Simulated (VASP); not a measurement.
VASP input:

POSCAR:
```
MgO
1
    2.5776765803     0.0000000000    -0.0000000000
   -0.0000000000     2.5776765803     0.0000000000
    0.0000000000     0.0000000000     2.5776765803
Mg O
1 1
Direct
  0.0000000000   0.0000000000   0.0000000000
  0.5000000000   0.5000000000   0.5000000000
```

**INCAR**
```
SYSTEM = MgO
PREC = Accurate
ENCUT = 620
EDIFF = 1E-6
NELM = 100
ALGO = Normal
LREAL = .FALSE.
LASPH = .TRUE.
ISMEAR = 0
SIGMA = 0.05
GGA = PS
LWAVE = .FALSE.
LCHARG = .FALSE.
IBRION = 2
ISIF = 3
NSW = 40
EDIFFG = -0.02
PSTRESS = 100
```

### KPOINTS
```
Automatic mesh
0
Gamma
10 10 10
0 0 0
```

POTCAR, in this order: Mg O (PBE.64 set). Program: vasp_std.

**Question.** Translate this PBEsol calculation to Ansatz.

**Answer.** One equivalent input (not run):
Ansatz 0.2 input:
```yaml
crystal:
  lattice:
    - [2.5776766, 0.0000000, 0.0000000]
    - [0.0000000, 2.5776766, 0.0000000]
    - [0.0000000, 0.0000000, 2.5776766]
  atoms:
    - { symbol: Mg, position: [0.0000000, 0.0000000, 0.0000000] }
    - { symbol: O, position: [0.5000000, 0.5000000, 0.5000000] }
kpoints:
  mp_grid: { grid: [10, 10, 10] }
hamiltonian:
  xc: pbesol
  pseudopotentials: { kind: paw }
scf:
  occupations: { method: gaussian, width: 0.05 }
  max_iter: 100
relax:
  max_steps: 40
  f_tol: 0.02
  cell: { p_target: 10 }
output: { forces: true, stress: true, eigenvalues: true }
```
The two are equivalent in intent, not identical: each code has its own PAW files, so the cut-off isn't converted (ENCUT is set for VASP's; basis.ecutwfc is left out, and Ansatz then takes the one that its files recommend); Ansatz stops its SCF on the density residual and VASP on the energy change (EDIFF).

The structure was generated: MgO was put into the CsCl type type (Pm-3m), which need not be its known phase. It was relaxed first under an external pressure of 10 GPa.
